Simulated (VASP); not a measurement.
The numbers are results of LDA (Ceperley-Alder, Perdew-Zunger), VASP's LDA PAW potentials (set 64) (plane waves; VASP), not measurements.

The input files of a VASP run:

KPOINTS:
```
kpoints
0
G
6 6 6
```

### INCAR
```
SYSTEM  =  CeO2
PREC  =  Accurate; ENCUT  =  400; LREAL  =  .False.
LASPH  =  .True.
EDIFF  =  1E-6; NELM  =  100; ALGO  =  Normal
LMAXMIX  =  6
ISMEAR  =  0; SIGMA  =  0.1
MAGMOM  =  1.0 2*0.0
ISPIN  =  2
ISIF  =  2
LWAVE  =  .False.; LCHARG  =  .False.; LORBIT  =  11
```

### POSCAR
```
CeO2
6.1817620
  0.2475022494   0.1428955046   0.9582919886
 -0.2475022494   0.1428955046   0.9582919886
  0.0000000000  -0.2857910091   0.9582919886
Ce O
1 2
Direct
  0.0000000000   0.0000000000   0.0000000000
  0.7523000000   0.7523000000   0.7523000000
  0.5810000000   0.5810000000   0.5810000000
```

POTCAR, in this order: Ce O (LDA.64 set). Program: vasp_std.

**Question.** What will the output report for the number of irreducible k-points (NKPTS), largest plane-wave count, number of space-group operations, FFT grid (NGX, NGY, NGZ)?

**Answer.** 
* **number of irreducible k-points (NKPTS)**: 32
* **largest plane-wave count**: 883
* **number of space-group operations**: 6
* **FFT grid (NGX, NGY, NGZ)**: 40 × 40 × 40

The structure was generated: CeO2 was put into an ordered model structure, which need not be its known phase. The cell was not relaxed at this level. The run is one of a series of settings (GGA removed, POTCAR Ce O (LDA.64 set) against the base run), some of them coarse on purpose.
